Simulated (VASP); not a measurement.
Input for VASP

**KPOINTS**
```
kpoints
0
gamma
3 3 3
```

INCAR:
```
ALGO=Normal
EDIFF=1E-12
ENCUT=400
GGA=PE
ISIF=2
ISMEAR=1
LASPH=.True.
LCHARG=.False.
LMAXMIX=4
LREAL=Auto
LWAVE=.False.
NELM=100
PREC=Accurate
SIGMA=0.2
SYSTEM=In2O3
```

**POSCAR**
```
In2O3
5.1485410
 -1.0000000000   1.0000000000   1.0000000000
  1.0000000000  -1.0000000000   1.0000000000
  1.0000000000   1.0000000000  -1.0000000000
In O
16 24
Direct
  0.5000000000   0.5000000000   0.5000000000
  0.5000000000   0.0000000000   0.0000000000
  0.0000000000   0.0000000000   0.5000000000
  0.0000000000   0.5000000000   0.0000000000
  0.2500000000   0.7165000000   0.4665000000
  0.7500000000   0.7835000000   0.0335000000
  0.4665000000   0.2500000000   0.7165000000
  0.0335000000   0.7500000000   0.7835000000
  0.7165000000   0.4665000000   0.2500000000
  0.7835000000   0.0335000000   0.7500000000
  0.7500000000   0.2835000000   0.5335000000
  0.2500000000   0.2165000000   0.9665000000
  0.5335000000   0.7500000000   0.2835000000
  0.9665000000   0.2500000000   0.2165000000
  0.2835000000   0.5335000000   0.7500000000
  0.2165000000   0.9665000000   0.2500000000
  0.5361000000   0.7737000000   0.5434000000
  0.7303000000   0.9927000000   0.9566000000
  0.7697000000   0.7263000000   0.2624000000
  0.9639000000   0.5073000000   0.2376000000
  0.5434000000   0.5361000000   0.7737000000
  0.9566000000   0.7303000000   0.9927000000
  0.2624000000   0.7697000000   0.7263000000
  0.2376000000   0.9639000000   0.5073000000
  0.7737000000   0.5434000000   0.5361000000
  0.9927000000   0.9566000000   0.7303000000
  0.7263000000   0.2624000000   0.7697000000
  0.5073000000   0.2376000000   0.9639000000
  0.4639000000   0.2263000000   0.4566000000
  0.2697000000   0.0073000000   0.0434000000
  0.2303000000   0.2737000000   0.7376000000
  0.0361000000   0.4927000000   0.7624000000
  0.4566000000   0.4639000000   0.2263000000
  0.0434000000   0.2697000000   0.0073000000
  0.7376000000   0.2303000000   0.2737000000
  0.7624000000   0.0361000000   0.4927000000
  0.2263000000   0.4566000000   0.4639000000
  0.0073000000   0.0434000000   0.2697000000
  0.2737000000   0.7376000000   0.2303000000
  0.4927000000   0.7624000000   0.0361000000
```

POTCAR, in this order: In_d O (PBE.64 set). Program: vasp_std.

Problem. Write an equivalent input for Ansatz.

Solution. One equivalent input (not run):
Ansatz 0.2 input:
```yaml
crystal:
  lattice:
    - [-5.1485410, 5.1485410, 5.1485410]
    - [5.1485410, -5.1485410, 5.1485410]
    - [5.1485410, 5.1485410, -5.1485410]
  atoms:
    - { symbol: In, position: [0.5000000, 0.5000000, 0.5000000] }
    - { symbol: In, position: [0.5000000, 0.0000000, 0.0000000] }
    - { symbol: In, position: [0.0000000, 0.0000000, 0.5000000] }
    - { symbol: In, position: [0.0000000, 0.5000000, 0.0000000] }
    - { symbol: In, position: [0.2500000, 0.7165000, 0.4665000] }
    - { symbol: In, position: [0.7500000, 0.7835000, 0.0335000] }
    - { symbol: In, position: [0.4665000, 0.2500000, 0.7165000] }
    - { symbol: In, position: [0.0335000, 0.7500000, 0.7835000] }
    - { symbol: In, position: [0.7165000, 0.4665000, 0.2500000] }
    - { symbol: In, position: [0.7835000, 0.0335000, 0.7500000] }
    - { symbol: In, position: [0.7500000, 0.2835000, 0.5335000] }
    - { symbol: In, position: [0.2500000, 0.2165000, 0.9665000] }
    - { symbol: In, position: [0.5335000, 0.7500000, 0.2835000] }
    - { symbol: In, position: [0.9665000, 0.2500000, 0.2165000] }
    - { symbol: In, position: [0.2835000, 0.5335000, 0.7500000] }
    - { symbol: In, position: [0.2165000, 0.9665000, 0.2500000] }
    - { symbol: O, position: [0.5361000, 0.7737000, 0.5434000] }
    - { symbol: O, position: [0.7303000, 0.9927000, 0.9566000] }
    - { symbol: O, position: [0.7697000, 0.7263000, 0.2624000] }
    - { symbol: O, position: [0.9639000, 0.5073000, 0.2376000] }
    - { symbol: O, position: [0.5434000, 0.5361000, 0.7737000] }
    - { symbol: O, position: [0.9566000, 0.7303000, 0.9927000] }
    - { symbol: O, position: [0.2624000, 0.7697000, 0.7263000] }
    - { symbol: O, position: [0.2376000, 0.9639000, 0.5073000] }
    - { symbol: O, position: [0.7737000, 0.5434000, 0.5361000] }
    - { symbol: O, position: [0.9927000, 0.9566000, 0.7303000] }
    - { symbol: O, position: [0.7263000, 0.2624000, 0.7697000] }
    - { symbol: O, position: [0.5073000, 0.2376000, 0.9639000] }
    - { symbol: O, position: [0.4639000, 0.2263000, 0.4566000] }
    - { symbol: O, position: [0.2697000, 0.0073000, 0.0434000] }
    - { symbol: O, position: [0.2303000, 0.2737000, 0.7376000] }
    - { symbol: O, position: [0.0361000, 0.4927000, 0.7624000] }
    - { symbol: O, position: [0.4566000, 0.4639000, 0.2263000] }
    - { symbol: O, position: [0.0434000, 0.2697000, 0.0073000] }
    - { symbol: O, position: [0.7376000, 0.2303000, 0.2737000] }
    - { symbol: O, position: [0.7624000, 0.0361000, 0.4927000] }
    - { symbol: O, position: [0.2263000, 0.4566000, 0.4639000] }
    - { symbol: O, position: [0.0073000, 0.0434000, 0.2697000] }
    - { symbol: O, position: [0.2737000, 0.7376000, 0.2303000] }
    - { symbol: O, position: [0.4927000, 0.7624000, 0.0361000] }
kpoints:
  mp_grid: { grid: [3, 3, 3] }
hamiltonian:
  xc: pbe
  pseudopotentials: { kind: paw }
scf:
  occupations: { method: methfessel_paxton, width: 0.2 }
  max_iter: 100
output: { forces: true, stress: true, eigenvalues: true }
```
Limits of the translation: each code has its own PAW files, so the cut-off isn't converted (ENCUT is set for VASP's; basis.ecutwfc is left out, and Ansatz then takes the one that its files recommend); Ansatz stops its SCF on the density residual and VASP on the energy change (EDIFF).

The structure was generated: In2O3 was put into an ordered model structure, a phase also known from measurement. The cell was not relaxed at this level. The run is one of a series of settings (EDIFF = 1E-12 against the base run), some of them coarse on purpose.
